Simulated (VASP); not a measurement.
Input:

```xyz
2
Lattice="0.0000 3.3151 3.3151 3.3151 0.0000 3.3151 3.3151 3.3151 0.0000" Properties=species:S:1:pos:R:3 pbc="T T T"
Te     3.3151     3.3151     3.3151
Pb     0.0000     0.0000     0.0000
```

Method: PW91 GGA, VASP's PBE PAW potentials (set 64) (plane waves; VASP). Numerical set-up: 520 eV cut-off, 7×7×7 Γ-centred mesh, Gaussian smearing of 0.050 eV, potentials Te Pb_d.

Estimate the energy per atom (σ→0), pressure.

energy per atom (σ→0): -3.791 eV/atom
pressure: -1.09 GPa

The compound is PbTe in the rock salt structure. This cell is one point of a volume scan, at 1.03 of the reference volume.
